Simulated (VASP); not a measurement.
Data:

```
CELL_PARAMETERS angstrom
      0.00000     3.62373     3.62373
      3.62373     0.00000     3.62373
      3.62373     3.62373     0.00000
ATOMIC_POSITIONS crystal
  Na 0.25000 0.25000 0.25000
  Na 0.75000 0.75000 0.75000
  Te 0.00000 0.00000 0.00000
```

Level of theory: PBEsol GGA, VASP's PBE PAW potentials (set 64) (plane waves; VASP 6.6.1). Run with 400 eV cut-off, Gaussian smearing of 0.050 eV, potentials Na_pv Te.

Unless said otherwise, spin-orbit coupling is left out, though it shifts the bands of the heavy elements here.

Q: Give the energies of bands 8 to 13 at the high-symmetry points, in eV from the valence-band maximum.

A: 
| band | Γ | X | U | L | W |
|---|---|---|---|---|---|
| 8 | 0.00 | -1.72 | -1.47 | -1.87 | -1.25 |
| 9 | 0.00 | -0.62 | -1.15 | -0.20 | -1.25 |
| 10 | 0.00 | -0.62 | -0.48 | -0.20 | -0.76 |
| 11 | 2.01 | 2.93 | 3.54 | 3.47 | 4.03 |
| 12 | 5.72 | 4.13 | 5.00 | 5.43 | 5.69 |
| 13 | 5.72 | 7.84 | 6.81 | 5.43 | 5.74 |

The gap is direct, 2.01 eV, from the valence maximum at Γ to the conduction minimum at Γ.

The structure comes from a computed database's Na2Te entry (Fm-3m); how it stands against other phases isn't given here. It was relaxed first.
